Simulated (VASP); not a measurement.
## KCaMg6 under changes of volume

One of the cells (29.139 Å³/atom); the others are scaled copies at fixed shape and fractional positions:

```
Ca K Mg
1.0
     5.53718    0.00000    0.00000
     0.00000    3.46597    6.07324
     0.00000   -3.46597    6.07324
Ca K Mg
1 1 6
Cartesian
  0.0000 0.0000 10.2056
  2.7686 0.0000 8.0406
  2.7686 0.0000 2.0261
  2.7686 -1.7178 5.0748
  2.7686 1.7178 5.0748
  0.0000 0.0000 4.0537
  0.0000 -1.7848 7.0552
  0.0000 1.7848 7.0552
```

The cell comes from a database or a generator and needn't be the stable form of this composition.

| Property | Result |
| --- | --- |
| Program | VASP 6.6.1 |
| Functional | PBE |
| Potentials or basis | VASP PAW PBE potentials, release 64 (Ca_sv, K_sv, Mg) |
| Cutoff | 520 eV |
| k mesh | 5 × 5 × 5 |
| Occupations | fermi-dirac, width 0.05 eV |
| Spin | no spin polarisation |

```csv
volume (Å³/atom),energy over the lowest point (meV/atom),pressure (GPa),largest force (eV/Å)
26.854,?,?,?
27.425,3.98,1.1,0.131
27.996,0.85,0.6,0.134
29.139,0.00,-0.4,0.140
29.710,1.95,-0.8,0.143
30.282,5.27,-1.1,0.146
```

What does the run at 26.854 Å³/atom give?

Energy over the lowest point 9.16 meV/atom; pressure 1.7 GPa; largest force 0.127 eV/Å.

Worked out: A Birch-Murnaghan fit of order 3 (a polynomial in V^(-2/3)) to the other rows has its minimum at 28.70 Å³/atom with B0 = V·E''(V) = 23 GPa and B' = 4.1 at fixed shape and positions, which overstates the stiffness. It gives 9.18 meV/atom at 26.854 Å³/atom, against the run's 9.16, and -dE/dV = 1.8 GPa, against 1.7.

Energies are extrapolated to zero smearing.
